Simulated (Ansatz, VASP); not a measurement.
## Cross-check of Hf (Hafnium) between VASP and Ansatz

One calculation is typed for both programs; each brings its own data sets. How far apart do they land? The cell is taken from a series of runs on this material, whose earlier steps may have relaxed, scaled, displaced or heated it; both programs get it as it stands.

Main program and level: Ansatz 0.2.0; plane waves, with VASP 6.6.1 beside it; relaxation of cell and atoms at RPBE and zone-centre phonons at RPBE.

## Step 1: Starting point

The structure is hexagonal, space group P6_3/mmc (No. 194). Conventional cell: a = 3.233 Å, b = 3.233 Å, c = 5.113 Å, α = 90.00°, β = 90.00°, γ = 120.00°. Nearest to Hf lie 12 Hf at 3.17 to 3.23 Å.

As a file:

```
Hf
1.0
     3.23307    0.00000    0.00000
    -1.61653    2.79992    0.00000
     0.00000    0.00000    5.11323
Hf
2
Direct
  0.33333 0.66667 0.25000
  0.66667 0.33333 0.75000
```

## Step 2: VASP: relaxation of cell and atoms, RPBE

The relaxed volume is the usual yardstick between codes: in a stiff, nearly cubic crystal its relative difference is about their pressure difference at one cell divided by the bulk modulus.

Lines of VASP's logs that name or quote its potential files are left out, and so is its time.

INCAR reads:

```
SYSTEM = Hf
PREC = Accurate
ENCUT = 500
EDIFF = 1E-07
NELM = 120
ISMEAR = -1
SIGMA = 0.15
LREAL = .FALSE.
ALGO = Normal
GGA = RP
NBANDS = 16
LASPH = .TRUE.
LORBIT = 11
LWAVE = .FALSE.
LCHARG = .FALSE.
ISIF = 3
IBRION = 2
NSW = 80
EDIFFG = -0.005
GGA_COMPAT = .FALSE.
NELMIN = 4
KPAR = 2
```

POSCAR reads:

```
Hf
1.0
    3.2330690000      0.0000000000      0.0000000000
   -1.6165340000      2.7999200000      0.0000000000
    0.0000000000      0.0000000000      5.1132270000
Hf
2
Direct
    0.3333331707      0.6666665476      0.2500000489
    0.6666665200      0.3333334524      0.7499999511
```

KPOINTS reads:

```
Automatic mesh
0
Gamma
15 15 8
0 0 0
```

PAW data sets: Hf_pv (PBE family, release 64).

Run with:

```bash
$ mpirun -np 2 vasp_std
```

Numbers of over 12 decimals in the logs are rounded to 6 here.

What it wrote:

```text
[banner, memory and clock lines left out]
running    2 mpi-ranks, on    1 nodes
 distrk:  each k-point on    1 cores,    2 groups
 distr:  one band on    1 cores,    1 groups

 POSCAR found type information on POSCAR Hf
 POSCAR found :  1 types and       2 ions
|                                                                             |
|               ----> ADVICE to this user running VASP <----                  |
|                                                                             |
|     You enforced a specific xc type in the INCAR file but a different       |
|     [... a line on the potential file left out ...]
|     I HOPE YOU KNOW WHAT YOU ARE DOING!                                     |
|                                                                             |

 LDA part: xc-table for (Slater+PW92), standard interpolation
 POSCAR, INCAR and KPOINTS ok, starting setup
 FFT: planning ... GRIDC
 FFT: planning ... GRID_SOFT
 FFT: planning ... GRID
 WAVECAR not read
 entering main loop
       N       E                     dE             d eps       ncg     rms          rms(c)
DAV:   1     0.464124434840E+02    0.46412E+02   -0.11279E+04  4352   0.115E+03
DAV:   2    -0.181396286810E+02   -0.64552E+02   -0.63212E+02  5720   0.246E+02
DAV:   3    -0.197517083511E+02   -0.16121E+01   -0.15998E+01  5760   0.264E+01
DAV:   4    -0.197647583018E+02   -0.13050E-01   -0.13045E-01  5440   0.293E+00
DAV:   5    -0.197649393818E+02   -0.18108E-03   -0.18106E-03  5688   0.282E-01    0.633E+01
DAV:   6    -0.192599513052E+02    0.50499E+00   -0.50868E-01  5200   0.490E+00    0.376E+01
DAV:   7    -0.190877203510E+02    0.17223E+00   -0.88760E-01  5296   0.620E+00    0.185E+00
DAV:   8    -0.190766894008E+02    0.11031E-01   -0.59820E-02  5016   0.164E+00    0.372E-01
DAV:   9    -0.190767923380E+02   -0.10294E-03   -0.11652E-03  6000   0.259E-01    0.202E-01
DAV:  10    -0.190767755507E+02    0.16787E-04   -0.78964E-05  5160   0.616E-02    0.286E-01
DAV:  11    -0.190767814108E+02   -0.58600E-05   -0.10493E-05  5512   0.264E-02    0.135E-02
DAV:  12    -0.190767816002E+02   -0.18949E-06   -0.62832E-07  5704   0.534E-03    0.214E-03
DAV:  13    -0.190767816059E+02   -0.56677E-08   -0.17749E-08  3496   0.129E-03
   1 F= -.19076782E+02 E0= -.19006085E+02  d E =-.190768E+02
[...]
2 F= -.19076803E+02 E0= -.19006437E+02  d E =-.211763E-04
[...]
3 F= -.19076935E+02 E0= -.19006412E+02  d E =-.153379E-03
[...]
4 F= -.19076935E+02 E0= -.19006408E+02  d E =-.153377E-03
 curvature:  -0.26 expect dE=-0.802E-05 dE for cont linesearch -0.112E-12
 trial: gam= 0.05362 g(F)=  0.103E-40 g(S)=  0.313E-04 ort =-0.160E-07 (trialstep = 0.902E+00)
 search vector abs. value=  0.330E-04
 bond charge predicted
       N       E                     dE             d eps       ncg     rms          rms(c)
DAV:   1    -0.190770116168E+02   -0.76610E-04   -0.39315E-03  4328   0.457E-01    0.627E-02
DAV:   2    -0.190769670758E+02    0.44541E-04   -0.64200E-05  5592   0.554E-02    0.231E-02
DAV:   3    -0.190769531782E+02    0.13898E-04   -0.16500E-05  5888   0.262E-02    0.195E-02
DAV:   4    -0.190769512454E+02    0.19328E-05   -0.40662E-06  6136   0.133E-02    0.113E-02
DAV:   5    -0.190769510100E+02    0.23536E-06   -0.27369E-07  4336   0.366E-03    0.212E-03
DAV:   6    -0.190769510423E+02   -0.32301E-07   -0.11111E-08  2496   0.813E-04
   5 F= -.19076951E+02 E0= -.19006327E+02  d E =-.160593E-04
 trial-energy change:   -0.000016  1 .order   -0.000016   -0.000028   -0.000005
 step:   1.0756(harm=  1.0756)  dis= 0.00000  next Energy=   -19.076952 (dE=-0.168E-04)
 reached required accuracy - stopping structural energy minimisation
```

From OUTCAR (step 2):

```text
ion  position               nearest neighbor table
   1  0.333  0.667  0.250-   2 3.17   2 3.17   2 3.17   2 3.17   2 3.17   2 3.17
   2  0.667  0.333  0.750-   1 3.17   1 3.17   1 3.17   1 3.17   1 3.17   1 3.17

  LATTYP: Found a hexagonal cell.
 ALAT       =     3.2330690000
 C/A-ratio  =     1.5815397073

 Subroutine GETGRP returns: Found 24 space group operations
 (whereof 12 operations were pure point group operations)

The static configuration has the point symmetry D_3d.
 The point group associated with its full space group is D_6h.

 Found    135 irreducible k-points:

   k-points           NKPTS =    135   k-points in BZ     NKDIM =    135   number of bands    NBANDS=     16

   dimension x,y,z NGX =    24 NGY =   24 NGZ =   40
   dimension x,y,z NGXF=    48 NGYF=   48 NGZF=   80

   ENCUT  =  500.0 eV  36.75 Ry    6.06 a.u.   5.89  5.89  9.32*2*pi/ulx,y,z

   NELECT =      20.0000    total number of electrons

 k-points in reciprocal lattice and weights: Automatic mesh
   0.00000000  0.00000000  0.00000000       0.001
   0.06666667 -0.00000000  0.00000000       0.003
   0.13333333  0.00000000  0.00000000       0.003
   0.20000000  0.00000000  0.00000000       0.003
   0.26666667  0.00000000  0.00000000       0.003
   0.33333333 -0.00000000  0.00000000       0.003
   0.40000000 -0.00000000  0.00000000       0.003
   0.46666667 -0.00000000  0.00000000       0.003
   0.06666667  0.06666667  0.00000000       0.003
[...]
0.33333333  0.26666667  0.50000000       0.007
   0.33333333  0.33333333  0.50000000       0.001

 average (electrostatic) potential at core
       1 -37.7484       2 -37.7484

 E-fermi :   4.7770

 k-point     1 :       0.0000    0.0000    0.0000
  band No.  band energies     occupation
    ...
      4     -25.5442      2.00000
      5     -25.5442      2.00000
      6     -25.5423      2.00000
      7      -2.4658      2.00000
      8       1.1978      2.00000
      9       5.2996      0.05955
     10       6.0070      0.00055
     11       6.0070      0.00055
     12       6.2606      0.00010
     13       6.7920      0.00000
    ...

 k-point     2 :       0.0667   -0.0000    0.0000
  band No.  band energies     occupation
    ...
      4     -25.5675      2.00000
      5     -25.5472      2.00000
      6     -25.5470      2.00000
      7      -2.3359      2.00000
      8       1.3267      2.00000
      9       5.1387      0.16467
     10       5.6489      0.00596
     11       6.1289      0.00024
     12       6.5304      0.00002
     13       6.6562      0.00001
    ...

 k-point     3 :       0.1333    0.0000    0.0000
  band No.  band energies     occupation
    ...
      5     -25.5612      2.00000
      6     -25.5561      2.00000
      7      -1.9578      2.00000
      8       1.6891      2.00000
      9       4.7200      1.18790
     10       5.1137      0.19162
     11       6.2630      0.00010
     12       6.4906      0.00002
     13       6.8890      0.00000
     14       6.9409      0.00000
    ...

  Total       -0.0011566     -0.0011566      0.0055150     -0.0000000      0.0000000      0.0000000
  in kB       -0.0401516     -0.0401516      0.1914542     -0.0000000      0.0000000      0.0000000
  external PRESSURE =       0.0370503 kB  Pullay stress =       0.0000000 kB

  energy-cutoff  :      500.00
  volume of cell :       46.15
      direct lattice vectors                 reciprocal lattice vectors
     3.227974169 -0.000000001 -0.000000000     0.309791822  0.178858329  0.000000000
    -1.613986586  2.795507747  0.000000000     0.000000000  0.357716769  0.000000000
     0.000000000 -0.000000000  5.114471818     0.000000000 -0.000000000  0.195523611

 POSITION                                       TOTAL-FORCE (eV/Angst)
 -----------------------------------------------------------------------------------
     -0.00000      1.86367      1.27862         0.000000      0.000000     -0.000000
      1.61399      0.93184      3.83585        -0.000000     -0.000000      0.000000
 -----------------------------------------------------------------------------------
    total drift:                                0.000229     -0.000007      0.000040

  FREE ENERGIE OF THE ION-ELECTRON SYSTEM (eV)
  ---------------------------------------------------
  free  energy   TOTEN  =       -19.0769510423 eV

  energy  without entropy=      -18.9357025024  energy(sigma->0) =      -19.00632677

 reached required accuracy - stopping structural energy minimisation

 total charge
# of ion       s       p       d       tot
------------------------------------------
    1        0.387   6.372   1.500   8.260
    2        0.387   6.372   1.500   8.260
--------------------------------------------------
tot          0.774  12.745   3.000  16.519

[... 3 further parts left out ...]
```

CONTCAR:

```
Hf
   1.00000000000000
     3.2279741691684052   -0.0000000009094127   -0.0000000000000000
    -1.6139865861597020    2.7955077469886689    0.0000000000000000
     0.0000000000000000   -0.0000000000000000    5.1144718183360469
  Hf
     2
Direct
     0.3333331707000013    0.6666665476000020    0.2500000488999987
     0.6666665199999997    0.3333334523999980    0.7499999511000013
```

Harder data sets than Hf_pv exist (the GW ones), and pressures, volumes and forces can shift noticeably with them. The run keeps the 24 symmetry operations of its start, so it cannot find a distortion of lower symmetry.

## Step 3: Ansatz: relaxation of cell and atoms, RPBE

Ansatz runs on its default PAW (the set named soft_2) files.

The same cell, functional, mesh and smearing now go to Ansatz, which takes its cutoff from its data sets.

input.yaml reads:

```yaml
crystal:
  lattice:
    - [3.2330688088, 0.0, 0.0]
    - [-1.6165344044, 2.7999197206, 0.0]
    - [0.0, 0.0, 5.1132265447]
  atoms:
    - { symbol: Hf, position: [0.3333333333, 0.6666666667, 0.25] }
    - { symbol: Hf, position: [0.6666666667, 0.3333333333, 0.75] }
kpoints:
  mp_grid: { grid: [15, 15, 8] }
hamiltonian:
  xc: rpbe
scf:
  occupations: { method: fermi_dirac, width: 0.15 }
output:
  forces: true
  stress: true
  eigenvalues: true
relax:
  adjacent_minimum: "off"
  f_tol: 0.001
  max_steps: 60
  cell: { stress_tol: 0.01 }
```

Run with:

```bash
$ ansatz run input.yaml --threads 8 --pin off --max-ram 14336MiB --backend cpu --events-out ev --progress --plain --runs-dir out
```

What it wrote:

```text
band count auto-derived: 33 (N_el = 52.0; filled up to band 26; 32 by the electrons, moments and atoms)
Engine: ansatz 0.2.0, aarch64-unknown-linux-gnu
Pseudopotentials: kind: paw
Pseudopotential: Hf, paw, valence charge 26, recommended cutoff 420 eV (normal), Hf.paw.azcp
Functional definition: RPBE
  parameter kappa = 0.804
  parameter beta = 0.066725
  exchange = rpbe_x(kappa = kappa, mu = beta*pi^2/3)
  correlation = pbe_c(beta = beta)
Crystal: 2 atoms, lattice volume = 46.287 Å³
Basis set: ecut = 420 eV, 929 PW (Γ), exchange–correlation on 48×48×72 points (8 copies of the dense FFT grid, shifted against one another)
Bands: 33, of which v1, the nominal top of the filled ones, is band 26 counted from 1 (25 counted from 0)
Symmetry: 24 space group operations
Space group: P63/mmc (ITA 194), of the structure as read, at distance tolerance 3.6e-5 Å
k-points: 135 of 1800
Non-local potential: Hf, projectors of the file, l = 0: 3, l = 1: 2, l = 2: 2, l = 3: 3
PAW form: soft (Blöchl's): semilocal exchange-correlation on the pseudo side does not see the compensation charge
PAW frozen core: Hf, regenerated for the run's functional, and the local potential with it (the file was generated under x = pbe(κ = 0.804, μ = 0.219515), c = pbe(β = 0.066725))
PAW one-centre angular grid: Hf, 590 points (default); XC on 64 Gauss nodes
Initial density: superposition of atomic densities (neutral atoms: chi_scale 0, normalization atom), corrected by the library's trained network
Initial wavefunctions: pseudopotential atomic-orbital guess
Functional: x = rpbe, c = pbe(β = 0.066725)
SCF iter   1: F=—  HF=-31467.641171 eV  |F-HF|=—  |Δ(HF+E_count)|=         —  Δρ=3.66e-3  dr2=3.00e-3  ethr=1.77e-3  ⟨swp⟩=4.3  Hψ=14485  notcnv=0
preconditioner: auto → Kerker (q_TF=auto, 2.782 Å⁻¹)  [metal: Δε(μ)=0.023 eV  Ē_g=18.088 eV  σ=0.150 eV  W_gap=0.04  n_scr=22 (ndim 8)  ℏωp=37.8 eV  f_vac=0.000  D(μ)=1.79/eV (n_scr^D=22)]
SCF iter   2: F=—  HF=-31467.642244 eV  |F-HF|=—  |Δ(HF+E_count)|=   1.07e-3  Δρ=2.33e-3  dr2=1.38e-3  ethr=5.76e-6  ⟨swp⟩=2.5  Hψ=8527  notcnv=0
SCF iter   3: F=—  HF=-31467.642975 eV  |F-HF|=—  |Δ(HF+E_count)|=   7.31e-4  Δρ=5.08e-4  dr2=8.54e-5  ethr=2.66e-6  ⟨swp⟩=2.0  Hψ=6887  notcnv=0
SCF iter   4: F=—  HF=-31467.642812 eV  |F-HF|=—  |Δ(HF+E_count)|=   1.63e-4  Δρ=2.99e-4  dr2=2.62e-5  ethr=1.64e-7  ⟨swp⟩=2.6  Hψ=8380  notcnv=0
SCF iter   5: F=—  HF=-31467.642858 eV  |F-HF|=—  |Δ(HF+E_count)|=   4.60e-5  Δρ=4.75e-5  dr2=5.63e-7  ethr=5.04e-8  ⟨swp⟩=2.5  Hψ=6858  notcnv=0
SCF iter   6: F=—  HF=-31467.642859 eV  |F-HF|=—  |Δ(HF+E_count)|=   9.66e-7  Δρ=2.03e-5  dr2=7.04e-8  ethr=1.92e-10  ⟨swp⟩=7.1  Hψ=23237  notcnv=0
SCF iter   7: F=-31467.642860 eV  HF=-31467.642860 eV  |F-HF|=1.18e-8  |Δ(HF+E_count)|=   2.00e-7  Δρ=7.06e-6  dr2=1.95e-8  ethr=1.35e-10  ⟨swp⟩=5.1  Hψ=18101  notcnv=0
SCF 1 converged in 7 iterations: F = -31467.642860 eV  dr2 = 1.95e-8
  greatest PAW one-centre occupation: 0.999 electrons in one spin orbital (limit 2), on the Hf atom at site 1 (counted from 0), in its partial waves of l = 0
relax step   1: F+E_penalty+E_count = -31467.64285952 eV  Δ(F+E_penalty+E_count) = +0.000e0 eV  max|allowed force component| = 1.989e-16 eV/Å  Δτ_max = 0.0000 Å  P = +0.196 GPa  Ω = 46.287 Å³  (7 SCF iters, dr2 threshold 1.00e-7 eV, accepted)
[...]
relax step   2: F+E_penalty+E_count = -31467.64283365 eV  Δ(F+E_penalty+E_count) = +2.587e-5 eV  max|allowed force component| = 1.573e-16 eV/Å  Δτ_max = 0.0000 Å  P = -0.251 GPa  Ω = 46.489 Å³  energy of the carried Pulay correction = -6.267e-5 eV  (4 SCF iters, dr2 threshold 2.00e-7 eV, accepted)
[...]
relax step   3: F+E_penalty+E_count = -31467.64296826 eV  Δ(F+E_penalty+E_count) = -1.346e-4 eV  max|allowed force component| = 1.295e-16 eV/Å  Δτ_max = 0.0000 Å  P = -0.006 GPa  Ω = 46.377 Å³  energy of the carried Pulay correction = -2.823e-5 eV  (3 SCF iters, dr2 threshold 2.00e-7 eV, accepted)
[...]
relax step   4: F+E_penalty+E_count = -31467.64299398 eV  Δ(F+E_penalty+E_count) = -2.572e-5 eV  max|allowed force component| = 1.480e-16 eV/Å  Δτ_max = 0.0000 Å  P = -0.006 GPa  Ω = 46.377 Å³  stress off target by 9.53e-3 GPa  SCF on the basis re-selected at this cell (its energy is not comparable with the rows above)  (7 SCF iters)
basis re-selected at this cell: Δ(F+E_penalty+E_count) = -2.572e-5 eV, ΔP = -0.000 GPa vs the last step (what re-selecting the basis moved, of the pressure what is left beyond the Pulay correction that the steps carried, after the strain that the cell walked since its last selection, with what the two solves' SCF thresholds leave and, on support functions, any second-order correction that the steps lacked; it is no m [...]
SCF converged after 7 iterations
Free energy (F): -31467.642994 eV
Harris-Foulkes:  -31467.642994 eV  (|F-HF|=0.00e0)
Internal energy: -31467.501126 eV  (E = F + TS)
E sigma→0 (E₀):  -31467.572060 eV
Entropy (-TS):   -0.141867 eV (-70.934 meV/atom)
Fermi energy:    19.206028 eV
--- Per-component energies (eV) ---
  E_band       = 33.100374
  E_kinetic    = 845.974657
  E_local      = -10330.368526  (includes V_loc(G=0)·N_el)
  E_nonlocal   = -2492.294374
  E_hartree    = 4846.547394
  E_xc         = -600.258188
  E_vxc        = -530.981093  (∫ρ·V_xc dr)
  E_paw        = -13879.091822  (= ΣΔE_a)
  E_vpaw       = 2847.674895  (= ΣTr[D̂ρ^β])
  E_aug_tail   = -0.000002  (compensation charges beyond the density's cutoff)
  E_ewald      = -9857.638311
  E_core_change = -0.371954  (= ΣΔE_core)
  E_smearing   = -0.141867  (= −TS)
  E_closure    = 0.000000  (closes the sum)
  Σ components = -31467.642994   (vs F -31467.642994, Δ=0.00e0)
--- Forces (eV/Å), atoms counted from 1 ---
  atom   1  Hf     0.00000000    -0.00000000     0.00000000
  atom   2  Hf    -0.00000000     0.00000000    -0.00000000
  max |Σ_I F_I| component: 3.70e-17 eV/Å
--- Stress (GPa, compression-positive) ---
       -0.009526       0.000000       0.000000
        0.000000      -0.009526      -0.000000
        0.000000      -0.000000      -0.000440
  P = ⅓ Tr σ = -0.0065 GPa (-0.065 kbar)
--- Band table (eV; the first three rows and the last of 135) ---
  k-point 0: bands = [... 22 lower, 11.9815, 15.6344, 19.6965, 20.4307, 20.4307, 20.6771, 21.2106, 21.2106, ... 3 higher]
  k-point 1: bands = [... 22 lower, 12.1187, 15.5463, 19.5246, 20.3543, 20.3543, 20.5553, 21.0985, 21.0985, ... 3 higher]
  k-point 2: bands = [... 22 lower, 12.5164, 15.2312, 19.2375, 20.2277, 20.2438, 20.2438, 20.8349, 20.8349, ... 3 higher]
  k-point 134: bands = [... 22 lower, 17.5685, 17.5685, 17.8233, 17.8233, 18.9841, 18.9841, 21.7210, 21.7210, ... 3 higher]
--- Relaxed structure (3 steps of the walk, 3 accepted, 1 SCFs on fresh bases) ---
  F+E_penalty+E_count = -31467.64299398 eV   max|allowed force component| = 1.480e-16 eV/Å   (the final SCF, on the basis selected at the relaxed cell)
  cell:  # Å, volume = 46.3771 Å³
    - [3.232398, 0, 0]
    - [-1.616199, 2.799339, 0]
    - [0, 0, 5.125348]
  atoms:
    - { symbol: Hf, position: [0.333333, 0.666667, 0.250000] }
    - { symbol: Hf, position: [0.666667, 0.333333, 0.75] }
```

In the SCF lines HF is the Harris–Foulkes energy and dr2 the Hartree energy of the density residual, in eV; the loop may stop once dr2 is under the threshold and the program's other checks hold. Hψ counts applications of the Hamiltonian.

## Step 4: Comparison

Known differences besides the potentials themselves: the data sets hold 52 valence electrons in Ansatz (on its default PAW (the set named soft_2) files) and 20 in VASP; the cutoff is 420 eV in Ansatz and 500 eV in VASP; Ansatz makes its cores anew for this functional, VASP keeps those of its PBE data sets; Ansatz adds a Pulay correction to the stress that steers its cell, VASP none. Total energies have different zeros and are not compared.

The two programs side by side:

```tsv
quantity	Ansatz	VASP	difference
volume (Å³)	46.38	46.15	+0.49 %
edge a after relaxation, in the typed setting (Å)	3.232	3.228	+0.14 %
edge c after relaxation, in the typed setting (Å)	5.125	5.114	+0.21 %
```

[end of part 1 of 2]

[Lines on the potential files, build, host, timing and source positions are cut from VASP's logs without a mark.]

[Logs are printed without paths, hosts, clocks, repeated set-up lines and the standing remarks that a program may print on its own settings, such as how far it seeks lower states.]

[Hosts, paths, dates, database ids (printed as entryN), source tags and the programs' standing remarks are cut or masked in the printed files.]
